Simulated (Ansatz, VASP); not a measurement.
**CoPdO2: VASP beside Ansatz**

One calculation is typed for both programs; each brings its own data sets and cutoff. How far apart do they land?

Program: Ansatz 0.2.0. Level of theory: plane waves, with VASP 6.6.1 beside it; relaxation of cell and atoms at PBE. Results are calculated unless marked as measured.

## (1) Set-up

Symmetry: R-3m, No. 166, trigonal system. The conventional cell has a = 2.863 Å, b = 2.863 Å, c = 17.873 Å, α = 90.00°, β = 90.00°, γ = 120.00°. Co has 6 O at 1.92 Å nearest. Nearest to Pd lie 2 O at 2.01 Å. Nearest to O lie 3 Co at 1.92 Å and 1 Pd at 2.01 Å. Farther neighbours and most contacts between anions are not listed.

Structure file:

```cif
data_structure
_symmetry_space_group_name_H-M 'P 1'
_symmetry_Int_Tables_number 1
_cell_length_a 6.1829
_cell_length_b 6.1829
_cell_length_c 6.1829
_cell_angle_alpha 26.778
_cell_angle_beta 26.778
_cell_angle_gamma 26.778
_cell_volume 42.30
loop_
_atom_site_label
_atom_site_type_symbol
_atom_site_fract_x
_atom_site_fract_y
_atom_site_fract_z
_atom_site_occupancy
Co1 Co 0.50000 0.50000 0.50000 1
Pd2 Pd 0.00000 0.00000 0.00000 1
O3 O 0.88752 0.88752 0.88752 1
O4 O 0.11248 0.11248 0.11248 1
```

## (2) VASP: relaxation of cell and atoms, PBE

The relaxed volume is the usual yardstick between codes: its relative difference is about their pressure difference at one cell divided by the bulk modulus.

Lines of VASP's logs that name or quote its potential files are left out, and so is its time.

File INCAR:

```
SYSTEM = CoPdO2
PREC = Accurate
ENCUT = 560
EDIFF = 1E-06
NELM = 100
ISMEAR = -1
SIGMA = 0.05
LREAL = .FALSE.
ALGO = Normal
GGA = PE
NBANDS = 23
ISPIN = 2
MAGMOM = 2 0 0 0
LMAXMIX = 4
LORBIT = 11
LWAVE = .FALSE.
LCHARG = .FALSE.
KPAR = 4
IBRION = 2
NSW = 60
ISIF = 3
EDIFFG = -0.01
```

File POSCAR:

```
CoPdO2
1.0
    1.4316899074      0.8265865534      5.9577715763
   -1.4316899074      0.8265865534      5.9577715763
    0.0000000000     -1.6531731068      5.9577715763
Co Pd O
1 1 2
Direct
    0.5000000000      0.5000000000      0.5000000000
    0.0000000000      0.0000000000      0.0000000000
    0.8875240000      0.8875240000      0.8875240000
    0.1124760000      0.1124760000      0.1124760000
```

File KPOINTS:

```
Automatic mesh
0
Gamma
11 11 11
0 0 0
```

Potentials, in the order of the species: Co, Pd and O (PBE family, release 64).

Started as:

```bash
$ mpirun -np 4 vasp_std
```

Numbers of over 12 decimals in the logs are rounded to 6 here.

The program printed:

```text
[banner, memory and clock lines left out]
running    4 mpi-ranks, on    1 nodes
 distrk:  each k-point on    1 cores,    4 groups
 distr:  one band on    1 cores,    1 groups

 POSCAR found type information on POSCAR CoPdO
 POSCAR found :  3 types and       4 ions
 LDA part: xc-table for (Slater+PW92), standard interpolation
 POSCAR, INCAR and KPOINTS ok, starting setup
 FFT: planning ... GRIDC
 FFT: planning ... GRID_SOFT
 FFT: planning ... GRID
 WAVECAR not read
 entering main loop
       N       E                     dE             d eps       ncg     rms          rms(c)
DAV:   1     0.255519648674E+03    0.25552E+03   -0.15712E+04 13472   0.156E+03
DAV:   2    -0.108346602969E+02   -0.26635E+03   -0.23942E+03 14524   0.363E+02
DAV:   3    -0.308619827877E+02   -0.20027E+02   -0.19496E+02 16064   0.113E+02
DAV:   4    -0.311916471317E+02   -0.32966E+00   -0.32926E+00 15968   0.148E+01
DAV:   5    -0.312003950049E+02   -0.87479E-02   -0.87468E-02 17277   0.239E+00    0.292E+01
DAV:   6    -0.588186292315E+02   -0.27618E+02   -0.19822E+02 17837   0.163E+02    0.757E+01
DAV:   7    -0.316696815816E+02    0.27149E+02   -0.26396E+01 19292   0.803E+01    0.289E+01
DAV:   8    -0.258971536698E+02    0.57725E+01   -0.17141E+01 18485   0.114E+02    0.996E+00
DAV:   9    -0.258077916004E+02    0.89362E-01   -0.37108E+00 17660   0.171E+01    0.714E+00
DAV:  10    -0.254541340278E+02    0.35366E+00   -0.74681E-01 20385   0.146E+01    0.257E+00
DAV:  11    -0.254840348971E+02   -0.29901E-01   -0.14303E-01 14882   0.345E+00    0.142E+00
DAV:  12    -0.254847101125E+02   -0.67522E-03   -0.12870E-02 18757   0.199E+00    0.876E-01
DAV:  13    -0.254841559957E+02    0.55412E-03   -0.50359E-03 20114   0.130E+00    0.200E-01
DAV:  14    -0.254841932204E+02   -0.37225E-04   -0.13678E-03 19039   0.353E-01    0.109E-01
DAV:  15    -0.254841945431E+02   -0.13227E-05   -0.32191E-04 20655   0.285E-01    0.756E-02
DAV:  16    -0.254841823322E+02    0.12211E-04   -0.32717E-05 18563   0.637E-02    0.466E-02
DAV:  17    -0.254841682910E+02    0.14041E-04   -0.16101E-05 21334   0.647E-02    0.200E-02
DAV:  18    -0.254841663162E+02    0.19748E-05   -0.37073E-06 14168   0.270E-02    0.943E-03
DAV:  19    -0.254841658203E+02    0.49587E-06   -0.13698E-06  8589   0.146E-02
   1 F= -.25484166E+02 E0= -.25482591E+02  d E =-.254842E+02  mag=    -0.0000
[... from here on, the cycles between the ionic steps are left out ...]
   2 F= -.25484329E+02 E0= -.25482879E+02  d E =-.163566E-03  mag=    -0.0000
   3 F= -.25485128E+02 E0= -.25483623E+02  d E =-.962542E-03  mag=    -0.0000
   4 F= -.25485130E+02 E0= -.25483621E+02  d E =-.963767E-03  mag=    -0.0000
   5 F= -.25484882E+02 E0= -.25483342E+02  d E =-.715708E-03  mag=    -0.0000
   6 F= -.25485115E+02 E0= -.25483601E+02  d E =-.949185E-03  mag=     0.0000
   7 F= -.25485124E+02 E0= -.25483613E+02  d E =-.957837E-03  mag=    -0.0000
   8 F= -.25485127E+02 E0= -.25483618E+02  d E =-.960970E-03  mag=     0.0000
 curvature:  -0.18 expect dE=-0.166E-04 dE for cont linesearch -0.575E-06
 ZBRENT: accuracy reached
 trial: gam=-0.00411 g(F)=  0.678E-04 g(S)=  0.239E-04 ort = 0.106E-03 (trialstep = 0.901E+00)
 search vector abs. value=  0.909E-04
 bond charge predicted
       N       E                     dE             d eps       ncg     rms          rms(c)
DAV:   1    -0.254852917804E+02   -0.16502E-03   -0.15574E-02 13432   0.951E-01    0.830E-02
DAV:   2    -0.254851998567E+02    0.91924E-04   -0.53631E-04 16736   0.228E-01    0.519E-02
DAV:   3    -0.254852072745E+02   -0.74177E-05   -0.25398E-04 17950   0.284E-01    0.479E-02
DAV:   4    -0.254851803498E+02    0.26925E-04   -0.12934E-04 17952   0.225E-01    0.244E-02
DAV:   5    -0.254851764013E+02    0.39484E-05   -0.64576E-06 14250   0.573E-02    0.108E-02
DAV:   6    -0.254851756551E+02    0.74625E-06   -0.23851E-06 10090   0.144E-02
   9 F= -.25485176E+02 E0= -.25483658E+02  d E =-.488648E-04  mag=    -0.0000
 trial-energy change:   -0.000049  1 .order   -0.000053   -0.000082   -0.000023
 step:   1.2496(harm=  1.2496)  dis= 0.00157  next Energy=   -25.485184 (dE=-0.570E-04)
 reached required accuracy - stopping structural energy minimisation
```

From OUTCAR (step 2):

```text
ion  position               nearest neighbor table
   1  0.500  0.500  0.500-   4 1.92   3 1.92   4 1.92   4 1.92   3 1.92   3 1.92
   2  0.000  0.000  0.000-   3 2.01   4 2.01
   3  0.888  0.888  0.888-   1 1.92   1 1.92   1 1.92   2 2.01
   4  0.112  0.112  0.112-   1 1.92   1 1.92   1 1.92   2 2.01

  LATTYP: Found a trigonal (rhomboedric) cell.
 ALAT       =     6.1828814865
 COS(alpha) =     0.8927626487

 Subroutine GETGRP returns: Found 12 space group operations
 (whereof 12 operations were pure point group operations)

The static configuration has the point symmetry D_3d.

 Found    146 irreducible k-points:

   k-points           NKPTS =    146   k-points in BZ     NKDIM =    146   number of bands    NBANDS=     23

   dimension x,y,z NGX =    48 NGY =   48 NGZ =   48
   dimension x,y,z NGXF=    96 NGYF=   96 NGZF=   96

   ENCUT  =  560.0 eV  41.16 Ry    6.42 a.u.  11.93 11.93 11.93*2*pi/ulx,y,z

   NELECT =      31.0000    total number of electrons

 k-points in reciprocal lattice and weights: Automatic mesh
   0.00000000  0.00000000  0.00000000       0.001
   0.09090909  0.00000000 -0.00000000       0.005
   0.18181818  0.00000000 -0.00000000       0.005
   0.27272727 -0.00000000  0.00000000       0.005
   0.36363636 -0.00000000 -0.00000000       0.005
   0.45454545 -0.00000000 -0.00000000       0.005
   0.09090909  0.09090909 -0.00000000       0.005
   0.18181818  0.09090909 -0.00000000       0.009
   0.27272727  0.09090909 -0.00000000       0.009
[...]
0.45454545  0.45454545  0.45454545       0.002
  -0.45454545  0.45454545  0.45454545       0.005

 average (electrostatic) potential at core
       1 -81.4772       2 -73.0821       3 -69.1105       4 -69.1105

 E-fermi :   7.4130

 spin component 1
 k-point     1 :       0.0000    0.0000    0.0000
  band No.  band energies     occupation
    ...
     12       5.8900      1.00000
     13       5.8900      1.00000
     14       6.1086      1.00000
     15       6.1086      1.00000
     16       6.6249      1.00000
     17       9.5064      0.00000
     18       9.5064      0.00000
     19      10.3855      0.00000
     20      13.9446      0.00000
     21      16.7896      0.00000
    ...

 k-point     2 :       0.0909    0.0000   -0.0000
  band No.  band energies     occupation
    ...
     12       5.7769      1.00000
     13       5.8923      1.00000
     14       6.2059      1.00000
     15       6.3291      1.00000
     16       6.6545      1.00000
     17       9.3048      0.00000
     18       9.4334      0.00000
     19      10.5246      0.00000
     20      14.3473      0.00000
     21      17.0148      0.00000
    ...

 k-point     3 :       0.1818    0.0000   -0.0000
  band No.  band energies     occupation
    ...
     12       5.6285      1.00000
     13       5.8794      1.00000
     14       6.3346      1.00000
     15       6.7002      1.00000
     16       6.7528      1.00000
     17       8.9035      0.00000
     18       9.2621      0.00000
     19      10.8033      0.00000
     20      15.3211      0.00000
     21      17.6254      0.00000
    ...

 k-point     4 :       0.2727   -0.0000    0.0000
  band No.  band energies     occupation
    ...
     12       5.8923      1.00000
     13       6.1966      1.00000
     14       6.4455      1.00000
     15       6.8878      0.99997
     16       6.9052      0.99996
     17       8.6307      0.00000
     18       9.1091      0.00000
     19      11.0043      0.00000
     20      16.4921      0.00000
     21      18.2294      0.00000
    ...

 k-point     5 :       0.3636   -0.0000   -0.0000
  band No.  band energies     occupation
    ...
     12       5.9960      1.00000
     13       6.7603      1.00000
     14       6.7655      1.00000
     15       6.8473      0.99999
     16       7.2368      0.97135
     17       8.6124      0.00000
     18       9.0601      0.00000
     19      11.0702      0.00000
     20      17.3317      0.00000
     21      17.5891      0.00000
    ...

 k-point     6 :       0.4545   -0.0000   -0.0000
  band No.  band energies     occupation
    ...
     11       6.0570      1.00000
     12       6.1723      1.00000
     13       6.6327      1.00000
     14       6.8306      0.99999
     15       7.1428      0.99552
     16       8.1283      0.00000
     17       8.6961      0.00000
     18       9.0718      0.00000
     19      11.0600      0.00000
     20      15.9670      0.00000
    ...

  Total        0.0164422      0.0164422     -0.0227013      0.0000000      0.0000000      0.0000000
  in kB        0.6254005      0.6254005     -0.8634741      0.0000000      0.0000000      0.0000000
  external PRESSURE =       0.1291089 kB  Pullay stress =       0.0000000 kB

  energy-cutoff  :      560.00
  volume of cell :       42.12
      direct lattice vectors                 reciprocal lattice vectors
     1.430177593  0.825713418  5.944868756     0.349606932  0.201845656  0.056070764
    -1.430177593  0.825713418  5.944868756    -0.349606932  0.201845656  0.056070764
    -0.000000000 -1.651426836  5.944868756     0.000000000 -0.403691312  0.056070764

 POSITION                                       TOTAL-FORCE (eV/Angst)
 -----------------------------------------------------------------------------------
     -0.00000      0.00000      8.91730         0.000000     -0.000000     -0.000000
     -0.00000     -0.00000      0.00000        -0.000000      0.000000     -0.000000
     -0.00000      0.00000     15.82522         0.000000     -0.000000     -0.004302
     -0.00000      0.00000      2.00939        -0.000000      0.000000      0.004302
 -----------------------------------------------------------------------------------
    total drift:                                0.000000      0.000000     -0.000000

  FREE ENERGIE OF THE ION-ELECTRON SYSTEM (eV)
  ---------------------------------------------------
  free  energy   TOTEN  =       -25.4851756551 eV

  energy  without entropy=      -25.4821409363  energy(sigma->0) =      -25.48365830

 reached required accuracy - stopping structural energy minimisation

 total charge
# of ion       s       p       d       tot
------------------------------------------
    1        0.422   0.641   7.318   8.381
    2        0.468   0.448   8.447   9.362
    3        1.558   3.429   0.000   4.987
    4        1.558   3.429   0.000   4.987
--------------------------------------------------
tot          4.006   7.946  15.765  27.717

 magnetization (x)
# of ion       s       p       d       tot
------------------------------------------
    1       -0.000   0.000  -0.000  -0.000
    2       -0.000   0.000   0.000  -0.000
    3       -0.000   0.000   0.000   0.000
    4       -0.000   0.000   0.000   0.000
--------------------------------------------------
tot         -0.000   0.000  -0.000  -0.000

[... 1 further part left out ...]
```

LASPH is off, so gradient terms of the non-spherical density inside the spheres are left out; for open d or f shells this can shift gaps and moments. Oxides and halides of Co are often magnetic insulators, and a metal at this level, without U or exact exchange, may be an artefact.

(Part 1 of 2 ends here.)

[Lines on the potential files, build, host, timing and source positions are cut from VASP's logs without a mark.]

[Logs are printed without paths, hosts, clocks, repeated set-up lines and the standing remarks that a program may print on its own settings, such as how far it seeks lower states.]

[Hosts, paths, dates, database ids (printed as entryN), source tags and the programs' standing remarks are cut or masked in the printed files.]
